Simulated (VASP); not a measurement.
# MgSnAs₂ (space group I-42d): computed properties

The numbers are results of LDA (Ceperley-Alder, Perdew-Zunger), VASP's LDA PAW potentials (set 64) (plane waves; VASP), not measurements.

```yaml
space_group: I-42d (122)
cell: a = 6.019 Å, b = 6.019 Å, c = 11.781 Å, α = 90.00°, β = 90.00°, γ = 90.00°
volume_per_atom: 26.68 Å³/atom
band gap (over mesh and band path): 0.53 eV
smallest direct gap (over mesh and band path): 0.53 eV
band_edge_character: direct, Γ to Γ
density: 4.56 g/cm³
```

MgSnAs2 is taken in the tetragonal space group I-42d (No. 122), the chalcopyrite structure, Pearson symbol tI16. Lattice parameters: a = 6.019 Å, b = 6.019 Å, c = 11.781 Å, α = 90.00°, β = 90.00°, γ = 90.00°. Mg on 4b is surrounded by 4 As at 2.583 Å (tetrahedral). Sn on 4a sees 4 As at 2.593 Å (tetrahedral). As on 8d is coordinated by 2 Mg at 2.583 Å and 2 Sn at 2.593 Å (tetrahedral). (Neighbours: up to the widest gap in distance over summed covalent radii, below 1.35, at either atom; cation-cation and far metal-metal contacts left out.)
(The calculation used a cell of 8 atoms; values per cell refer to that cell.)

Unless said otherwise, spin-orbit coupling is left out, though it shifts the bands of the heavy elements here.

The structure comes from a computed database's MgSnAs2 entry (I-42d); how it stands against other phases isn't given here. It was relaxed first. Symmetry was kept, so distortions that lower it aren't found.
